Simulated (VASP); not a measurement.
An input for Quantum ESPRESSO's pw.x (written as the equivalent of a VASP run, and not itself run):

```
&CONTROL
  calculation = 'vc-relax'
  pseudo_dir = './pseudo'
  outdir = './out'
  tprnfor = .true.
  tstress = .true.
  nstep = 40
  forc_conv_thr = 0.00078
/
&SYSTEM
  ibrav = 0
  nat = 4
  ntyp = 1
  ecutwfc = 48
  occupations = 'smearing'
  smearing = 'methfessel-paxton'
  degauss = 0.00735
  input_dft = 'pz'
/
&ELECTRONS
  conv_thr = 7.3e-08
  electron_maxstep = 100
/
&IONS
/
&CELL
  press = 450
/
ATOMIC_SPECIES
  P 30.974 P.upf
CELL_PARAMETERS angstrom
     1.5802152   -4.4239231   -0.0000000
     1.5802152    4.4239231    0.0000000
     0.0000000   -0.0000000    3.1828906
ATOMIC_POSITIONS crystal
  P    0.1231055  0.8768945  0.0000725
  P    0.3768945  0.6231055  0.5000725
  P    0.6231055  0.3768945  0.4999275
  P    0.8768945  0.1231055  0.9999275
K_POINTS automatic
  10 10 10 0 0 0
```

Task: Write the VASP files for the same calculation (LDA).

Result: This is not unique; one that fits is 
**POSCAR**
```
P
1
    1.5802152145    -4.4239230574    -0.0000000000
    1.5802152145     4.4239230574     0.0000000000
    0.0000000000    -0.0000000000     3.1828906290
P
4
Direct
  0.1231055315   0.8768944685   0.0000724626
  0.3768944685   0.6231055315   0.5000724626
  0.6231055315   0.3768944685   0.4999275374
  0.8768944685   0.1231055315   0.9999275374
```

File KPOINTS:
```
Regular mesh
0
Gamma
10 10 10
0 0 0
```

### INCAR
```
SYSTEM=P
PREC=Accurate; ENCUT=500; LREAL=F
LASPH=T
EDIFF=1E-6; NELM=100; ALGO=Normal
ISMEAR=1; SIGMA=0.1
IBRION=2; NSW=40; ISIF=3
EDIFFG=-0.02; PSTRESS=450
LWAVE=F; LCHARG=F
```

POTCAR, in this order: P (LDA.64 set). Program: vasp_std.

The two are equivalent in intent, not identical: the potentials are each code's own (VASP's PAW set, PseudoDojo norm-conserving files in pw.x), so ENCUT and ecutwfc are chosen apart and not converted; conv_thr bounds pw.x's estimated SCF error, while EDIFF bounds the energy change between steps; forc_conv_thr acts on force components and is met together with etot_conv_thr.

The compound is P in the black structure. This run relaxes it under an external pressure of 45 GPa. Symmetry was kept, so distortions that lower it aren't found.
